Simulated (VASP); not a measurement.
An input for Ansatz (written as the equivalent of a VASP run, and not itself run):

Ansatz 0.2 input:
```yaml
crystal:
  lattice:
    - [1.2307930, 0.7105990, 7.6741452]
    - [-1.2307930, 0.7105990, 7.6741452]
    - [0.0000000, -1.4211972, 7.6741452]
  atoms:
    - { symbol: C, position: [0.9125827, 0.9125827, 0.9125827] }
    - { symbol: C, position: [0.0874173, 0.0874173, 0.0874173] }
    - { symbol: C, position: [0.2459199, 0.2459199, 0.2459199] }
    - { symbol: C, position: [0.7540801, 0.7540801, 0.7540801] }
kpoints:
  mp_grid: { grid: [12, 12, 12] }
hamiltonian:
  xc: pbesol
  pseudopotentials: { kind: paw }
scf:
  occupations: { method: tetrahedron }
  max_iter: 100
output: { forces: true, stress: true, eigenvalues: true }
```

Problem. Write the VASP files for the same calculation (PBEsol).

Solution. One answer among several that fit: 
KPOINTS:
```
Automatic mesh
0
Gamma
12 12 12
0 0 0
```

File POSCAR:
```
C
1
    1.2307929713     0.7105990492     7.6741452265
   -1.2307929713     0.7105990492     7.6741452265
    0.0000000000    -1.4211971737     7.6741452327
C
4
Direct
  0.9125826590   0.9125826590   0.9125826590
  0.0874173410   0.0874173410   0.0874173410
  0.2459199403   0.2459199403   0.2459199403
  0.7540800597   0.7540800597   0.7540800597
```

**INCAR**
```
SYSTEM = C
PREC = Accurate
ENCUT = 520
EDIFF = 1E-7
NELM = 100
ALGO = Normal
LREAL = .FALSE.
LASPH = .TRUE.
ISMEAR = -5
GGA = PS
LWAVE = .FALSE.
LCHARG = .TRUE.
LORBIT = 11
NEDOS = 601
ISIF = 2
LEFG = .TRUE.
```

POTCAR, in this order: C (PBE.64 set). Program: vasp_std.

Limits of the translation: each code has its own PAW files, so the cut-off isn't converted (ENCUT is set for VASP's; basis.ecutwfc is left out, and Ansatz then takes the one that its files recommend); Ansatz stops its SCF on the density residual and VASP on the energy change (EDIFF); the field gradients of LEFG aren't asked of the other code.

The structure comes from a computed database's C entry (R-3m); how it stands against other phases isn't given here. It was relaxed first, which changed the volume by -8 %.
